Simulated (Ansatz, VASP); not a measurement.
## HfO2 (amorphous HfO2): VASP beside Ansatz

Wanted: the spread between two codes on one cell, functional and k mesh. Of the first pair: The structure shown is the start of the Ansatz relaxation below; VASP solves that cell, so the two are compared at the walk's first step.

Calculated with Ansatz 0.2.0; plane waves, with VASP 6.6.1 beside it; single point at PBE.

**1. The structure**

The cell holds 84 atoms: 28 Hf and 56 O. Its edges and angles: a = 10.481 Å, b = 10.481 Å, c = 10.481 Å, α = 90.0°, β = 90.0°, γ = 90.0°. 84 atoms (28 Hf, 56 O) packed at random and pushed apart as soft spheres at 8.5 g/cm^3; MD (Langevin at fixed volume unless said) with the MACE-MP-0b2 small potential (Batatia et al., arXiv:2401.00096), steps of 2 fs: 0.7 ps at 3400 K, 3400 to 2040 K in 0.7 ps, 2040 to 300 K in 2 ps; then atoms relaxed.

**2. Ansatz: relaxation, PBE**

Ansatz runs on its default PAW (the set named soft_2) files.

The two programs are compared at the cell with which this relaxation starts, whose forces are those of its first step.

File input.yaml:

```yaml
crystal:
  lattice:
    - [10.48106, 0.0, 0.0]
    - [0.0, 10.48106, 0.0]
    - [0.0, 0.0, 10.48106]
  atoms:
    - { symbol: Hf, position: [0.49031, 0.62462, 0.43575] }
    - { symbol: Hf, position: [0.55341, 0.57295, 0.87641] }
    - { symbol: Hf, position: [0.54218, 0.9455, 0.94967] }
    - { symbol: Hf, position: [0.4317, 0.31783, 0.6471] }
    - { symbol: Hf, position: [0.96354, 0.9658, 0.52958] }
    - { symbol: Hf, position: [0.93412, 0.54852, 0.01193] }
    - { symbol: Hf, position: [0.65488, 0.46419, 0.17198] }
    - { symbol: Hf, position: [0.01095, 0.09762, 0.09009] }
    - { symbol: Hf, position: [0.95418, 0.39816, 0.28058] }
    - { symbol: Hf, position: [0.72977, 0.02272, 0.33406] }
    - { symbol: Hf, position: [0.71821, 0.48071, 0.62007] }
    - { symbol: Hf, position: [0.45212, 0.72472, 0.14259] }
    - { symbol: Hf, position: [0.28802, 0.21093, 0.99198] }
    - { symbol: Hf, position: [0.8138, 0.66509, 0.35888] }
    - { symbol: Hf, position: [0.85566, 0.84855, 0.063] }
    - { symbol: Hf, position: [0.50394, 0.15616, 0.20157] }
    - { symbol: Hf, position: [0.68132, 0.06689, 0.65428] }
    - { symbol: Hf, position: [0.41841, 0.93311, 0.44613] }
    - { symbol: Hf, position: [0.96649, 0.24239, 0.7843] }
    - { symbol: Hf, position: [0.20522, 0.79999, 0.96915] }
    - { symbol: Hf, position: [0.22484, 0.09597, 0.70678] }
    - { symbol: Hf, position: [0.27969, 0.48106, 0.15865] }
    - { symbol: Hf, position: [0.21787, 0.51042, 0.81594] }
    - { symbol: Hf, position: [0.74182, 0.31538, 0.93668] }
    - { symbol: Hf, position: [0.18881, 0.18193, 0.34499] }
    - { symbol: Hf, position: [0.23308, 0.7806, 0.66397] }
    - { symbol: Hf, position: [0.84858, 0.7453, 0.73037] }
    - { symbol: Hf, position: [0.03503, 0.46844, 0.56373] }
    - { symbol: O, position: [0.09933, 0.03579, 0.41174] }
    - { symbol: O, position: [0.52434, 0.46287, 0.5433] }
    - { symbol: O, position: [0.11143, 0.37037, 0.72584] }
    - { symbol: O, position: [0.37122, 0.08749, 0.33853] }
    - { symbol: O, position: [0.8144, 0.91954, 0.67391] }
    - { symbol: O, position: [0.87987, 0.71948, 0.91354] }
    - { symbol: O, position: [0.59764, 0.96774, 0.48316] }
    - { symbol: O, position: [0.40374, 0.47303, 0.77896] }
    - { symbol: O, position: [0.28538, 0.95797, 0.58387] }
    - { symbol: O, position: [0.17205, 0.59059, 0.63693] }
    - { symbol: O, position: [0.0406, 0.90188, 0.03206] }
    - { symbol: O, position: [0.70404, 0.52163, 0.9907] }
    - { symbol: O, position: [0.03606, 0.10363, 0.66324] }
    - { symbol: O, position: [0.97444, 0.56545, 0.39747] }
    - { symbol: O, position: [0.90528, 0.41734, 0.87427] }
    - { symbol: O, position: [0.37375, 0.53392, 0.31636] }
    - { symbol: O, position: [0.86693, 0.99982, 0.18814] }
    - { symbol: O, position: [0.73025, 0.94231, 0.96452] }
    - { symbol: O, position: [0.77426, 0.18594, 0.78064] }
    - { symbol: O, position: [0.19569, 0.1148, 0.13956] }
    - { symbol: O, position: [0.00708, 0.2162, 0.24459] }
    - { symbol: O, position: [0.81775, 0.0889, 0.4954] }
    - { symbol: O, position: [0.3536, 0.20752, 0.79944] }
    - { symbol: O, position: [0.46753, 0.53246, 0.07271] }
    - { symbol: O, position: [0.85772, 0.67907, 0.16205] }
    - { symbol: O, position: [0.85353, 0.84919, 0.39981] }
    - { symbol: O, position: [0.07264, 0.48501, 0.15491] }
    - { symbol: O, position: [0.30499, 0.69588, 0.82779] }
    - { symbol: O, position: [0.65596, 0.19394, 0.30488] }
    - { symbol: O, position: [0.24954, 0.39859, 0.97733] }
    - { symbol: O, position: [0.3452, 0.29548, 0.18704] }
    - { symbol: O, position: [0.36796, 0.87439, 0.03711] }
    - { symbol: O, position: [0.64061, 0.40553, 0.78678] }
    - { symbol: O, position: [0.42534, 0.79401, 0.32032] }
    - { symbol: O, position: [0.84149, 0.39904, 0.1167] }
    - { symbol: O, position: [0.28835, 0.2219, 0.55655] }
    - { symbol: O, position: [0.09879, 0.61974, 0.92841] }
    - { symbol: O, position: [0.60891, 0.29656, 0.07896] }
    - { symbol: O, position: [0.21573, 0.91973, 0.81115] }
    - { symbol: O, position: [0.67544, 0.64631, 0.74441] }
    - { symbol: O, position: [0.61189, 0.64264, 0.25707] }
    - { symbol: O, position: [0.89123, 0.59346, 0.62974] }
    - { symbol: O, position: [0.3926, 0.74373, 0.5522] }
    - { symbol: O, position: [0.12544, 0.15648, 0.89565] }
    - { symbol: O, position: [0.10358, 0.35316, 0.41665] }
    - { symbol: O, position: [0.5487, 0.98342, 0.76832] }
    - { symbol: O, position: [0.03806, 0.8135, 0.63284] }
    - { symbol: O, position: [0.90036, 0.19631, 0.97417] }
    - { symbol: O, position: [0.87712, 0.35852, 0.60954] }
    - { symbol: O, position: [0.26684, 0.67299, 0.11378] }
    - { symbol: O, position: [0.57418, 0.21418, 0.60448] }
    - { symbol: O, position: [0.76741, 0.45748, 0.33367] }
    - { symbol: O, position: [0.58617, 0.97636, 0.19768] }
    - { symbol: O, position: [0.45574, 0.1124, 0.01488] }
    - { symbol: O, position: [0.55847, 0.74623, 0.97376] }
    - { symbol: O, position: [0.6812, 0.6418, 0.49566] }
kpoints:
  mp_grid: { grid: [1, 1, 1] }
hamiltonian:
  xc: pbe
scf:
  occupations: { method: fermi_dirac, width: 0.025 }
output:
  forces: true
relax:
  f_tol: 0.04
  max_steps: 250
  cell: {}
```

Run with:

```bash
> ansatz run input.yaml --threads 4 --pin off --max-ram 8192MiB --backend cpu --events-out ev --progress --plain --runs-dir out
```

Numbers of over 12 decimals in the logs are rounded to 6 here.

The program printed:

```text
Engine: ansatz 0.2.0, aarch64-unknown-linux-gnu
Pseudopotentials: kind: paw
Pseudopotential: Hf, paw, valence charge 26, recommended cutoff 420 eV (normal), Hf.paw.azcp
Pseudopotential: O, paw, valence charge 6, recommended cutoff 420 eV (normal), O.paw.azcp
Functional definition: PBE
  parameter kappa = 0.804
  parameter beta = 0.066725
  exchange = pbe_x(kappa = kappa, mu = beta*pi^2/3)
  correlation = pbe_c(beta = beta)
Crystal: 84 atoms, lattice volume = 1151.372 Å³
Basis set: ecut = 420 eV, 22575 PW (Γ), exchange–correlation on 144×144×144 points (8 copies of the dense FFT grid, shifted against one another)
Bands: 639, of which v1, the nominal top of the filled ones, is band 532 counted from 1 (531 counted from 0)
Symmetry: 1 space group operations
Space group: P1 (ITA 1), of the structure as read, at distance tolerance 1.0e-4 Å
k-points: 1
Non-local potential: Hf, projectors of the file, l = 0: 3, l = 1: 2, l = 2: 2, l = 3: 3
Non-local potential: O, projectors of the file, l = 0: 2, l = 1: 2, l = 2: 1
PAW form: soft (Blöchl's): semilocal exchange-correlation on the pseudo side does not see the compensation charge
PAW one-centre angular grid: Hf, 590 points (default); XC on 64 Gauss nodes
PAW one-centre angular grid: O, 110 points (default); XC on 64 Gauss nodes
Initial density: superposition of atomic densities (neutral atoms: chi_scale 0, normalization atom), corrected by the library's trained network
Initial wavefunctions: pseudopotential atomic-orbital guess
Functional: x = pbe(κ = 0.804, μ = 0.219515), c = pbe(β = 0.066725)
SCF iter   1: F=—  HF=-472109.530288 eV  |F-HF|=—  |Δ(HF+E_count)|=         —  Δρ=4.08e-3  dr2=1.68e-1  ethr=1.77e-3  ⟨swp⟩=5.0  Hψ=1988  notcnv=0  defer=72
preconditioner: auto → Resta (q_TF=auto, 2.693 Å⁻¹)  ε∞=4.9  [insulator: Δε(μ)=3.849 eV  Ē_g=17.644 eV  σ=0.025 eV  W_gap=1.00  n_scr=388 (ndim 8)  ℏωp=34.7 eV  f_vac=0.168  D(μ)=0.00/eV (n_scr^D=0)  ε∞_Penn≈4.9]
SCF iter   2: F=—  HF=-472109.517855 eV  |F-HF|=—  |Δ(HF+E_count)|=   1.24e-2  Δρ=2.06e-3  dr2=3.76e-2  ethr=1.58e-5  ⟨swp⟩=2.0  Hψ=1161  notcnv=0  defer=101
SCF iter   3: F=—  HF=-472109.522749 eV  |F-HF|=—  |Δ(HF+E_count)|=   4.89e-3  Δρ=9.01e-4  dr2=1.20e-2  ethr=3.54e-6  ⟨swp⟩=2.0  Hψ=919  notcnv=0  defer=101
SCF iter   4: F=—  HF=-472109.524640 eV  |F-HF|=—  |Δ(HF+E_count)|=   1.89e-3  Δρ=2.61e-4  dr2=1.31e-3  ethr=1.13e-6  ⟨swp⟩=2.0  Hψ=960  notcnv=0  defer=101
SCF iter   5: F=—  HF=-472109.525371 eV  |F-HF|=—  |Δ(HF+E_count)|=   7.31e-4  Δρ=1.73e-4  dr2=3.99e-4  ethr=1.23e-7  ⟨swp⟩=2.0  Hψ=1070  notcnv=0  defer=101
SCF iter   6: F=—  HF=-472109.525345 eV  |F-HF|=—  |Δ(HF+E_count)|=   2.62e-5  Δρ=5.76e-5  dr2=5.54e-5  ethr=3.75e-8  ⟨swp⟩=2.0  Hψ=1070  notcnv=0  defer=101
SCF iter   7: F=—  HF=-472109.527638 eV  |F-HF|=—  |Δ(HF+E_count)|=   2.29e-3  Δρ=3.92e-5  dr2=2.06e-5  ethr=5.21e-9  ⟨swp⟩=2.0  Hψ=1160  notcnv=0  defer=101
SCF iter   8: F=—  HF=-472109.527641 eV  |F-HF|=—  |Δ(HF+E_count)|=   3.85e-6  Δρ=1.91e-5  dr2=4.67e-6  ethr=1.94e-9  ⟨swp⟩=2.0  Hψ=1066  notcnv=0  defer=101
SCF iter   9: F=—  HF=-472109.527642 eV  |F-HF|=—  |Δ(HF+E_count)|=   7.32e-7  Δρ=4.97e-6  dr2=5.08e-7  ethr=4.39e-10  ⟨swp⟩=2.0  Hψ=1044  notcnv=0  defer=101
SCF iter  10: F=—  HF=-472109.527642 eV  |F-HF|=—  |Δ(HF+E_count)|=   2.23e-7  Δρ=4.83e-6  dr2=2.75e-7  ethr=4.78e-11  ⟨swp⟩=2.0  Hψ=1067  notcnv=0  defer=101
SCF iter  11: F=-472109.527642 eV  HF=-472109.527642 eV  |F-HF|=2.88e-8  |Δ(HF+E_count)|=   5.31e-8  Δρ=2.07e-6  dr2=5.82e-8  ethr=9.40e-12  ⟨swp⟩=3.0  Hψ=2270  notcnv=0
SCF 1 converged in 11 iterations: F = -472109.527642 eV  dr2 = 5.82e-8
  greatest PAW one-centre occupation: 0.999 electrons in one spin orbital (limit 2), on the Hf atom at site 16 (counted from 0), in its partial waves of l = 0
relax step   1: F+E_penalty+E_count = -472109.52764232 eV  Δ(F+E_penalty+E_count) = +0.000e0 eV  max|allowed force component| = 3.393e-1 eV/Å  Δτ_max = 0.0000 Å  P = +0.842 GPa  Ω = 1151.372 Å³  (11 SCF iters, dr2 threshold 1.00e-7 eV, accepted)
Crystal: 84 atoms, lattice volume = 1152.999 Å³
Basis set: ecut = 420 eV, 22557 PW (Γ), exchange–correlation on 144×144×144 points (8 copies of the dense FFT grid, shifted against one another)
Initial density: handed on by an earlier stage of this run
Initial wavefunctions: those handed on with the density
iter 1 solved again at ethr=2.30e-5 eV; its pass at ethr=3.10e-3 eV (dr2=2.45e-1 eV) is discarded
SCF iter   1: F=—  HF=-472109.748677 eV  |F-HF|=—  |Δ(HF+E_count)|=         —  Δρ=6.65e-3  dr2=2.47e-1  ethr=2.30e-5  ⟨swp⟩=4.0  Hψ=2893  notcnv=0
preconditioner: auto → Resta (q_TF=auto, 2.692 Å⁻¹)  ε∞=4.9  [insulator: Δε(μ)=3.750 eV  Ē_g=17.619 eV  σ=0.025 eV  W_gap=1.00  n_scr=380 (ndim 8)  ℏωp=34.7 eV  f_vac=0.169  D(μ)=0.00/eV (n_scr^D=0)  ε∞_Penn≈4.9]
[...]
atom  62  O      0.00752666    -0.00055718     0.00966029
  atom  63  O      0.00451950    -0.00199201     0.00178942
  atom  64  O      0.00039821     0.00317985     0.00070997
  atom  65  O     -0.00638226    -0.00214756    -0.00046715
  atom  66  O     -0.00563650    -0.00455324    -0.00226122
  atom  67  O      0.00143721     0.00896776    -0.00057140
  atom  68  O     -0.00743344    -0.00970539    -0.00246331
  atom  69  O     -0.00390940     0.00166594     0.00168000
  atom  70  O      0.00188659    -0.00630458    -0.00739825
  atom  71  O      0.00061428    -0.00067560    -0.00188593
  atom  72  O     -0.00061980    -0.00382042     0.00018721
  atom  73  O     -0.00055753    -0.00354878    -0.00207422
  atom  74  O      0.00107728    -0.00195938     0.00242197
  atom  75  O     -0.00182482     0.00120211     0.00419562
  atom  76  O     -0.00180939     0.00519045    -0.00128299
  atom  77  O     -0.00501312    -0.00744923    -0.00344183
  atom  78  O     -0.00545338    -0.00630676     0.00267992
  atom  79  O     -0.01353712     0.00750828    -0.00398375
  atom  80  O      0.00232076    -0.00120642     0.00279581
  atom  81  O     -0.00086683    -0.00158098     0.00028637
  atom  82  O      0.00084920     0.00102312    -0.00285961
  atom  83  O      0.00518944     0.00206345    -0.00098936
  atom  84  O     -0.00033288    -0.00256514    -0.00303846
  max |Σ_I F_I| component: 8.96e-6 eV/Å
--- Stress (GPa, compression-positive) ---
       -0.002288      -0.011489       0.003340
       -0.011489       0.006859       0.003404
        0.003340       0.003404       0.016697
  P = ⅓ Tr σ = 0.0071 GPa (0.071 kbar)
--- Relaxed structure (8 steps of the walk, 8 accepted, 2 SCFs on fresh bases) ---
  F+E_penalty+E_count = -472109.87584474 eV   max|allowed force component| = 1.770e-2 eV/Å   (the final SCF, on the basis selected at the relaxed cell)
  cell:  # Å, volume = 1144.9018 Å³
    - [10.223374, -0.045948, 0.00959841]
    - [-0.045948, 10.604922, 0.019487]
    - [0.00959841, 0.019487, 10.560314]
  atoms:
    - { symbol: Hf, position: [0.490828, 0.623882, 0.437019] }
    - { symbol: Hf, position: [0.547821, 0.579237, 0.876082] }
    - { symbol: Hf, position: [0.539017, 0.946595, 0.938635] }
    - { symbol: Hf, position: [0.428836, 0.315581, 0.647342] }
    - { symbol: Hf, position: [0.967143, 0.964274, 0.531970] }
    - { symbol: Hf, position: [0.929357, 0.551527, 0.012009] }
    - { symbol: Hf, position: [0.650332, 0.469228, 0.169734] }
    - { symbol: Hf, position: [0.010486, 0.096383, 0.085302] }
    - { symbol: Hf, position: [0.952766, 0.396520, 0.280782] }
    - { symbol: Hf, position: [0.733235, 0.016780, 0.333872] }
    - { symbol: Hf, position: [0.717087, 0.482116, 0.624887] }
    - { symbol: Hf, position: [0.454011, 0.732864, 0.145094] }
    - { symbol: Hf, position: [0.292166, 0.213756, 0.992235] }
    - { symbol: Hf, position: [0.816325, 0.665729, 0.357213] }
    - { symbol: Hf, position: [0.846629, 0.847880, 0.057543] }
    - { symbol: Hf, position: [0.504566, 0.150421, 0.201287] }
    - { symbol: Hf, position: [0.680278, 0.069095, 0.650402] }
    - { symbol: Hf, position: [0.415784, 0.930506, 0.443443] }
    - { symbol: Hf, position: [0.966773, 0.244158, 0.783303] }
    - { symbol: Hf, position: [0.204450, 0.798882, 0.972220] }
    - { symbol: Hf, position: [0.228147, 0.090457, 0.709895] }
    - { symbol: Hf, position: [0.279602, 0.482382, 0.160468] }
    - { symbol: Hf, position: [0.216527, 0.510852, 0.819698] }
    - { symbol: Hf, position: [0.739034, 0.318128, 0.938940] }
    - { symbol: Hf, position: [0.189420, 0.181999, 0.343069] }
    - { symbol: Hf, position: [0.241034, 0.778216, 0.669202] }
    - { symbol: Hf, position: [0.851213, 0.745771, 0.726494] }
    - { symbol: Hf, position: [0.038646, 0.468658, 0.563643] }
    - { symbol: O, position: [0.097364, 0.035176, 0.406125] }
    - { symbol: O, position: [0.522614, 0.465038, 0.548449] }
    - { symbol: O, position: [0.118151, 0.369311, 0.722326] }
    - { symbol: O, position: [0.371784, 0.086565, 0.339148] }
    - { symbol: O, position: [0.810331, 0.917238, 0.672597] }
    - { symbol: O, position: [0.874502, 0.721968, 0.910934] }
    - { symbol: O, position: [0.598269, 0.965720, 0.483186] }
    - { symbol: O, position: [0.403356, 0.471737, 0.780975] }
    - { symbol: O, position: [0.278604, 0.954103, 0.580390] }
    - { symbol: O, position: [0.176020, 0.592236, 0.640084] }
    - { symbol: O, position: [0.035679, 0.901148, 0.024141] }
    - { symbol: O, position: [0.704383, 0.525855, 0.989837] }
    - { symbol: O, position: [0.035683, 0.102785, 0.665520] }
    - { symbol: O, position: [0.977853, 0.563585, 0.396450] }
    - { symbol: O, position: [0.908414, 0.419144, 0.874367] }
    - { symbol: O, position: [0.375492, 0.523364, 0.320553] }
    - { symbol: O, position: [0.868656, 0.994859, 0.185651] }
    - { symbol: O, position: [0.728905, 0.956860, 0.962872] }
    - { symbol: O, position: [0.769725, 0.189253, 0.779285] }
    - { symbol: O, position: [0.200316, 0.106884, 0.132864] }
    - { symbol: O, position: [0.010643, 0.218848, 0.236196] }
    - { symbol: O, position: [0.821419, 0.088088, 0.495230] }
    - { symbol: O, position: [0.359066, 0.206719, 0.800623] }
    - { symbol: O, position: [0.466468, 0.539181, 0.074208] }
[...]
- { symbol: O, position: [0.877962, 0.358421, 0.611076] }
    - { symbol: O, position: [0.264636, 0.675487, 0.119028] }
    - { symbol: O, position: [0.573110, 0.214963, 0.596687] }
    - { symbol: O, position: [0.763351, 0.459131, 0.331288] }
    - { symbol: O, position: [0.582010, 0.966510, 0.208224] }
    - { symbol: O, position: [0.462854, 0.110649, 0.013382] }
    - { symbol: O, position: [0.566380, 0.751240, 0.975840] }
    - { symbol: O, position: [0.684031, 0.642509, 0.496986] }
```

[end of part 1 of 3]

[Lines on the potential files, build, host, timing and source positions are cut from VASP's logs without a mark.]

[Logs are printed without paths, hosts, clocks, repeated set-up lines and the standing remarks that a program may print on its own settings, such as how far it seeks lower states.]

[Hosts, paths, dates, database ids (printed as entryN), source tags and the programs' standing remarks are cut or masked in the printed files.]
